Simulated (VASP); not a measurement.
Here is the system:

```yaml
crystal:
  lattice:
    - [0.00000, 3.27203, 3.27203]
    - [3.27203, 0.00000, 3.27203]
    - [3.27203, 3.27203, 0.00000]
  atoms:
    - { symbol: Hg, position: [0.00000, 0.00000, 0.00000] }
    - { symbol: Te, position: [0.25000, 0.25000, 0.25000] }
```

The numbers are results of AM05 GGA, VASP's PBE PAW potentials (set 64) (plane waves; VASP 6.6.1), not measurements. Settings: 520 eV cut-off, Gaussian smearing of 0.050 eV, potentials Hg Te.

Unless said otherwise, spin-orbit coupling is left out, though it shifts the bands of the heavy elements here.

Problem. Predict the band gap (along the path) with the smallest direct gap where there is one.

Solution. 
```json
{
 "band gap (along the path)": "none (metal, semimetal or under 0.01 eV)"
}
```

The compound is HgTe in the zinc blende structure. It was relaxed first.
